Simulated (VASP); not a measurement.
VASP ran on this input.

**POSCAR**
```
SnSe
1
   12.0038829754     0.0000000000     0.0000000000
    0.0000000000     4.2274208789     0.0000000000
    0.0000000000    -0.0000000000     4.4538899479
Sn Se
4 4
Direct
  0.1263337472   0.2500000000   0.1078835896
  0.3736662528   0.7500000000   0.6078835896
  0.8736662528   0.7500000000   0.8921164104
  0.6263337472   0.2500000000   0.3921164104
  0.8574024102   0.2500000000   0.4699834292
  0.6425975898   0.7500000000   0.9699834292
  0.1425975898   0.7500000000   0.5300165708
  0.3574024102   0.2500000000   0.0300165708
```

### INCAR
```
# general
SYSTEM  = SnSe
PREC    = Accurate
ENCUT   = 400
LREAL   = .FALSE.
LASPH   = .TRUE.

# electronic loop
EDIFF   = 1E-6
NELM    = 100
ALGO    = Normal
LMAXMIX = 4

# smearing
ISMEAR  = 0
SIGMA   = 0.05

# functional
GGA     = PE

# ions
IBRION  = 2
NSW     = 60
ISIF    = 3
EDIFFG  = -0.02

# output
LWAVE   = .FALSE.
LCHARG  = .FALSE.
```

File KPOINTS:
```
kpoints
0
Gamma
  2 5 5
```

POTCAR, in this order: Sn_d Se (PBE.64 set). Program: vasp_std.

### Question
Write an equivalent input for Quantum ESPRESSO's pw.x.

### Answer
One equivalent input (not run):
```
&CONTROL
  calculation = 'vc-relax'
  pseudo_dir = './pseudo'
  outdir = './out'
  tprnfor = .true.
  tstress = .true.
  nstep = 60
  forc_conv_thr = 0.00078
/
&SYSTEM
  ibrav = 0
  nat = 8
  ntyp = 2
  ecutwfc = 86
  occupations = 'smearing'
  smearing = 'gaussian'
  degauss = 0.003675
  input_dft = 'pbe'
/
&ELECTRONS
  conv_thr = 7.3e-08
  electron_maxstep = 100
/
&IONS
/
&CELL
/
ATOMIC_SPECIES
  Sn 118.710 Sn.upf
  Se 78.971 Se.upf
CELL_PARAMETERS angstrom
    12.0038830    0.0000000    0.0000000
     0.0000000    4.2274209    0.0000000
     0.0000000   -0.0000000    4.4538899
ATOMIC_POSITIONS crystal
  Sn   0.1263337  0.2500000  0.1078836
  Sn   0.3736663  0.7500000  0.6078836
  Sn   0.8736663  0.7500000  0.8921164
  Sn   0.6263337  0.2500000  0.3921164
  Se   0.8574024  0.2500000  0.4699834
  Se   0.6425976  0.7500000  0.9699834
  Se   0.1425976  0.7500000  0.5300166
  Se   0.3574024  0.2500000  0.0300166
K_POINTS automatic
  2 5 5 0 0 0
```
What does not carry over: the potentials are each code's own (VASP's PAW set, PseudoDojo norm-conserving files in pw.x), so ENCUT and ecutwfc are chosen apart and not converted; conv_thr bounds pw.x's estimated SCF error, while EDIFF bounds the energy change between steps; forc_conv_thr acts on force components and is met together with etot_conv_thr.

The structure was generated: SnSe was put into the GeS type (Pnma), which need not be its known phase. This run relaxes it. Symmetry was kept, so distortions that lower it aren't found. The start is the result of an earlier pass.
